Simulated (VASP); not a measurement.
Consider the following.

```
ZrS2
1.0
    3.69000     0.00000     0.00000
   -1.84500     3.19563     0.00000
    0.00000     0.00000     6.09761
Zr S
1 2
Direct
  0.00000   0.00000   0.00000
  0.33333   0.66667   0.25000
  0.66667   0.33333   0.75000
```

Computed with r2SCAN meta-GGA, VASP's PBE PAW potentials (set 64) (plane waves; VASP). Numerical set-up: PREC = Normal, EDIFF = 1E-5, 400 eV cut-off, 9×9×5 Γ-centred mesh, Gaussian smearing of 0.050 eV, potentials Zr_sv S.

Problem. The ions are relaxed. Which structure does the run end with?

Solution. 
```
ZrS2
1.0
    3.69000     0.00000     0.00000
   -1.84500     3.19563     0.00000
    0.00000     0.00000     6.09761
Zr S
1 2
Cartesian
  0.00000   0.00000   0.00000
  0.00000   2.13042   1.43849
  1.84500   1.06521   4.65912
```
Space group P-3m1 (164), at a tolerance of 0.03 Å.

Problem. How much energy does the relaxation gain?

Solution. The energy (σ→0) changes by -29.1 meV/atom, in 3 ionic steps.

The compound is ZrS2 in the 1T layered structure. This run relaxes the ions in a fixed cell. Symmetry was kept, so distortions that lower it aren't found.
